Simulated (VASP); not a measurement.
Energy against volume of KF (rock salt). Computed with vdW-DF2, VASP's PBE PAW potentials (set 64) (plane waves; VASP). Run with 520 eV cut-off, 8×8×8 Γ-centred mesh, Gaussian smearing of 0.050 eV, potentials K_sv F.

| V (Å³/atom) | E (eV/atom) |
|---|---|
| 19.085 | -2.47486 |
| 19.676 | -2.47760 |
| 20.266 | -2.47654 |
| 20.856 | -2.47229 |

Fit these four points and predict the energy of the run at 18.495 Å³/atom.

A cubic in V^(−2/3), the third-order Birch-Murnaghan form, passes through the four points with V0 = 19.79 Å³/atom and B0 = 33 GPa, and gives -2.4676 eV/atom there. The run gave -2.4676 eV/atom, +0.0 meV/atom from the fit; all five points give B0 = 33 GPa.

The compound is KF in the rock salt structure. It was relaxed first.
